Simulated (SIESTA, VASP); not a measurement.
An input for SIESTA (GGA PBEsol, numerical atomic orbitals DZP, PseudoDojo PBEsol standard norm-conserving potentials (rewritten from UPF to PSML)):

```
# files in the folder: Lu.psml Al.psml Co.psml (PseudoDojo PBEsol standard)
SystemName  Lu2AlCo3
SystemLabel lu2alco3

NumberOfAtoms                6
NumberOfSpecies              3
%block ChemicalSpeciesLabel
  1 71 Lu
  2 13 Al
  3 27 Co
%endblock ChemicalSpeciesLabel
LatticeConstant              4.835359 Ang
%block LatticeVectors
     0.536777311    0.309908737    0.784746283
    -0.536777311    0.309908737    0.784746283
     0.000000000   -0.619817060    0.784746283
%endblock LatticeVectors
AtomicCoordinatesFormat      Bohr
%block AtomicCoordinatesAndAtomicSpecies
    -0.000000000    0.000001403    7.984194127  1
     0.000000000    0.000002377   13.527673288  1
     0.000000000    0.000000000    0.000000000  2
     2.452402472    1.415896196    3.585311236  3
    -2.452402472    1.415896196    3.585311236  3
     0.000000000   -2.831790503    3.585311236  3
%endblock AtomicCoordinatesAndAtomicSpecies

XC.functional                GGA
XC.authors                   PBEsol
PAO.BasisSize                DZP
PAO.EnergyShift              0.01 Ry
MeshCutoff                   300 Ry
%block kgrid.MonkhorstPack
    2   0   0  0.0
    0   2   0  0.0
    0   0   2  0.0
%endblock kgrid.MonkhorstPack
OccupationFunction           FD
ElectronicTemperature        0.1 eV

MaxSCFIterations             150
SCF.Mixer.Method             Pulay
SCF.Mixer.Weight             0.1
SCF.Mixer.History            8
SCF.DM.Tolerance             1.0E-05
Diag.ParallelOverK           true
WriteForces                  true
```

Task: Translate it to VASP.

Result: One set of files that does it:

INCAR:
```
SYSTEM = Lu2AlCo3
PREC = Accurate
ENCUT = 300
EDIFF = 1E-6
NELM = 100
ALGO = Normal
LREAL = .FALSE.
LASPH = .TRUE.
ISMEAR = -1
SIGMA = 0.1
GGA = PS
LMAXMIX = 6
LWAVE = .FALSE.
LCHARG = .FALSE.
ISIF = 2
```

POSCAR:
```
Lu2AlCo3
1
    2.5955110000     1.4985200000     3.7945300000
   -2.5955110000     1.4985200000     3.7945300000
    0.0000000000    -2.9970380000     3.7945300000
Lu Al Co
2 1 3
Direct
  0.3711530000   0.3711530000   0.3711530000
  0.6288470000   0.6288470000   0.6288470000
  0.0000000000   0.0000000000   0.0000000000
  0.5000000000   0.0000000000   0.0000000000
  0.0000000000   0.5000000000   0.0000000000
  0.0000000000   0.0000000000   0.5000000000
```

**KPOINTS**
```
kpoints
0
gamma
  2 2 2
0 0 0
```

POTCAR, in this order: Lu_3 Al Co (PBE.64 set). Program: vasp_std.

Both are inputs of real runs that ended normally. What can't carry over is the choice of potentials or basis and its cut-off, and each code's defaults.

The structure comes from a computed database's Lu2AlCo3 entry (R-3m); how it stands against other phases isn't given here. The cell was not relaxed at this level, and it may have been scaled.
